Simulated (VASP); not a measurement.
Consider the following.

```
PbTe
1.0
    0.00000     3.26768     3.26768
    3.26768     0.00000     3.26768
    3.26768     3.26768     0.00000
Te Pb
1 1
Cartesian
  3.26768   3.26768   3.26768
  3.26768   0.00000   3.26768
```

Calculation: r2SCAN meta-GGA, VASP's PBE PAW potentials (set 64) (plane waves; VASP). Settings: 480 eV cut-off, 6×6×6 Γ-centred mesh, Gaussian smearing of 0.050 eV, potentials Te Pb_d.

Unless said otherwise, spin-orbit coupling is left out, though it shifts the bands of the heavy elements here.

Each row applies one change to this cell, which was relaxed at other settings and keeps the small stress of the first row; at a fixed cut-off the stress holds a Pulay part, so it need not integrate to ΔE exactly. Stress is in GPa, positive when the cell is compressed; gaps are those on the k-mesh, and 0.00 means metallic.

| change | ΔE (meV/atom) | σxx | σyy | σzz | largest shear component, with its sign (GPa) | gap (eV) |
|---|---|---|---|---|---|---|
| none | 0.0 | 0.04 | 0.04 | 0.04 | 0.00 | 1.09 |
| shear strain γ_xz = +1.5 % | 0.4 | 0.00 | 0.00 | 0.00 | -0.23 | 1.02 |
| biaxial strain of +0.5 % in the yz plane | 0.6 | -0.06 | -0.58 | -0.58 | 0.00 | 1.11 |
| isotropic strain of -4.0 % | 77.7 | 6.86 | 6.86 | 6.86 | 0.00 | 0.79 |
| biaxial strain of +1.0 % in the yz plane | 2.4 | -0.13 | -1.12 | -1.12 | 0.00 | 1.13 |

Failed runs are left out, and for metals the shear rows, which the mesh's noise covers.

The compound is PbTe in the rock salt structure.
